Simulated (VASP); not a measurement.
Output of a VASP run:

OUTCAR:
```
 ion  position               nearest neighbor table
   1  0.000  0.000  0.000-   2 1.58   2 1.58   2 1.58   2 1.58
   2  0.250  0.250  0.250-   1 1.58   1 1.58   1 1.58   1 1.58
  LATTYP: Found a face centered cubic cell.
 ALAT       =     3.6398409036
 Subroutine PRICEL returns:
 Original cell was already a primitive cell.
 Subroutine GETGRP returns: Found 24 space group operations
The static configuration has the point symmetry T_d .
The dynamic configuration has the point symmetry T_d .
 Subroutine INISYM returns: Found 24 space group operations
 Subroutine IBZKPT returns following result:
 Found    104 irreducible k-points:

 Following reciprocal coordinates:
            Coordinates               Weight
  0.000000  0.000000  0.000000      1.000000
  0.071429  0.000000  0.000000      8.000000
  0.142857  0.000000  0.000000      8.000000
  0.214286  0.000000  0.000000      8.000000
  0.285714  0.000000  0.000000      8.000000
  0.357143  0.000000  0.000000      8.000000
  0.428571  0.000000  0.000000      8.000000
  0.500000  0.000000  0.000000      4.000000
  0.071429  0.071429  0.000000      6.000000
  0.142857  0.071429  0.000000     24.000000
  0.214286  0.071429  0.000000     24.000000
  0.285714  0.071429  0.000000     24.000000
  0.357143  0.071429  0.000000     24.000000
  0.428571  0.071429  0.000000     24.000000
  0.500000  0.071429  0.000000     24.000000
 -0.428571  0.071429  0.000000     24.000000
 -0.357143  0.071429  0.000000     24.000000
 -0.285714  0.071429  0.000000     24.000000
 -0.214286  0.071429  0.000000     24.000000
 -0.142857  0.071429  0.000000     24.000000
 -0.071429  0.071429  0.000000     12.000000
  0.142857  0.142857  0.000000      6.000000
  0.214286  0.142857  0.000000     24.000000
  0.285714  0.142857  0.000000     24.000000
  0.357143  0.142857  0.000000     24.000000
  0.428571  0.142857  0.000000     24.000000
  0.500000  0.142857  0.000000     24.000000
 -0.428571  0.142857  0.000000     24.000000
 -0.357143  0.142857  0.000000     24.000000
 -0.285714  0.142857  0.000000     24.000000
 -0.214286  0.142857  0.000000     24.000000
 -0.142857  0.142857  0.000000     12.000000
  0.214286  0.214286  0.000000      6.000000
  0.285714  0.214286  0.000000     24.000000
  0.357143  0.214286  0.000000     24.000000
  0.428571  0.214286  0.000000     24.000000
  0.500000  0.214286  0.000000     24.000000
 -0.428571  0.214286  0.000000     24.000000
 -0.357143  0.214286  0.000000     24.000000
 -0.285714  0.214286  0.000000     24.000000
   k-points           NKPTS =    104   k-points in BZ     NKDIM =    104   number of bands    NBANDS=      8
   number of dos      NEDOS =    601   number of ions     NIONS =      2
   total plane-waves  NPLWV =   8000
   dimension x,y,z NGX =    20 NGY =   20 NGZ =   20
   dimension x,y,z NGXF=    40 NGYF=   40 NGZF=   40
   ions per type =               1   1
   PREC   = accura    normal or accurate (medium, high low for compatibility)
   ISTART =      0    job   : 0-new  1-cont  2-samecut
   ICHARG =      2    charge: 1-file 2-atom 10-const
   ISPIN  =      1    spin polarized calculation?
   LNONCOLLINEAR =      F non collinear calculations
   LSORBIT =      F    spin-orbit coupling
   INIWAV =      1    electr: 0-lowe 1-rand  2-diag
   ENCUT  =  520.0 eV  38.22 Ry    6.18 a.u.   4.79  4.79  4.79*2*pi/ulx,y,z
   NELM   =    100;   NELMIN=  2; NELMDL= -5     # of ELM steps
   EDIFF  = 0.1E-06   stopping-criterion for ELM
   LREAL  =      F    real-space projection
   NLSPLINE    = F    spline interpolate recip. space projectors
   LMAXMIX     =    2 max onsite mixed and CHGCAR
   VOSKOWN=      0    Vosko Wilk Nusair interpolation
   EDIFFG = 0.1E-05   stopping-criterion for IOM
   NSW    =      0    number of steps for IOM
   NBLOCK =      1;   KBLOCK =      1    inner block; outer block
   IBRION =     -1    ionic relax: 0-MD 1-quasi-New 2-CG
...
```

**OSZICAR**
```
       N       E                     dE             d eps       ncg     rms          rms(c)
DAV:   1     0.105417535973E+02    0.10542E+02   -0.52688E+03  1728   0.991E+02
DAV:   2    -0.174650441460E+02   -0.28007E+02   -0.27817E+02  2408   0.173E+02
DAV:   3    -0.176630418314E+02   -0.19800E+00   -0.19800E+00  1912   0.185E+01
DAV:   4    -0.176632113598E+02   -0.16953E-03   -0.16953E-03  2224   0.475E-01
DAV:   5    -0.176632114378E+02   -0.77958E-07   -0.77958E-07  1816   0.854E-03    0.663E+00
DAV:   6    -0.168364129142E+02    0.82680E+00   -0.33784E+00  2128   0.134E+01    0.327E+00
DAV:   7    -0.167813841369E+02    0.55029E-01   -0.84918E-02  2208   0.289E+00    0.192E+00
DAV:   8    -0.167731201392E+02    0.82640E-02   -0.36345E-02  1816   0.183E+00    0.159E-01
DAV:   9    -0.167734495819E+02   -0.32944E-03   -0.70119E-04  1768   0.273E-01    0.709E-02
DAV:  10    -0.167735942877E+02   -0.14471E-03   -0.21980E-04  2288   0.149E-01    0.156E-02
DAV:  11    -0.167736029998E+02   -0.87121E-05   -0.15482E-05  2000   0.394E-02    0.888E-03
DAV:  12    -0.167736032012E+02   -0.20143E-06   -0.20316E-06  2024   0.122E-02    0.581E-04
DAV:  13    -0.167736032254E+02   -0.24147E-07   -0.38207E-08   896   0.232E-03
   1 F= -.16773603E+02 E0= -.16773603E+02  d E =0.000000E+00
```

File OUTCAR:
```
------------------------ aborting loop because EDIFF is reached ----------------------------------------
  FORCE on cell =-STRESS in cart. coord.  units (eV):
  Direction    XX          YY          ZZ          XY          YZ          ZX
  --------------------------------------------------------------------------------------
  Total       -0.0002087     -0.0002087     -0.0002087     -0.0000000     -0.0000000      0.0000000
  in kB       -0.0277321     -0.0277321     -0.0277321     -0.0000000     -0.0000000      0.0000000
  external PRESSURE =      -0.0277321 kB  Pullay stress =       0.0000000 kB
  volume of cell :       12.06
      direct lattice vectors                 reciprocal lattice vectors
     0.000000000  1.819920452  1.819920452    -0.274737283  0.274737283  0.274737283
     1.819920452  0.000000000  1.819920452     0.274737283 -0.274737283  0.274737283
     1.819920452  1.819920452  0.000000000     0.274737283  0.274737283 -0.274737283
  FREE ENERGIE OF THE ION-ELECTRON SYSTEM (eV)
  ---------------------------------------------------
  free  energy   TOTEN  =       -16.7736032254 eV

  energy  without entropy=      -16.7736032254  energy(sigma->0) =      -16.77360323

 total charge

# of ion       s       p       d       tot
------------------------------------------
    1        0.675   1.330   0.000   2.006
    2        1.216   2.745   0.000   3.961
--------------------------------------------------
tot          1.891   4.076   0.000   5.967
```
(Selected blocks of OUTCAR.)

**POSCAR**
```
BN
1
    0.0000000000     1.8199204518     1.8199204518
    1.8199204518     0.0000000000     1.8199204518
    1.8199204518     1.8199204518     0.0000000000
B N
1 1
Direct
  0.0000000000   0.0000000000   0.0000000000
  0.2500000000   0.2500000000   0.2500000000
```

**Question.** Reconstruct the remaining input files.

**Answer.** One answer among several that fit: the input of the run itself, revPBE GGA, plane waves, VASP's PBE PAW potentials (set 64).

File KPOINTS:
```
Automatic mesh
0
Gamma
 14 14 14
0 0 0
```

INCAR:
```
SYSTEM = BN
PREC = Accurate
ENCUT = 520
EDIFF = 1E-7
NELM = 100
ALGO = Normal
LREAL = .FALSE.
LASPH = .TRUE.
ISMEAR = -5
GGA = RE
LWAVE = .FALSE.
LCHARG = .TRUE.
LORBIT = 11
NEDOS = 601
ISIF = 2
```

POTCAR, in this order: B N (PBE.64 set). Program: vasp_std.

The compound is BN in the zinc blende structure. It was relaxed first.
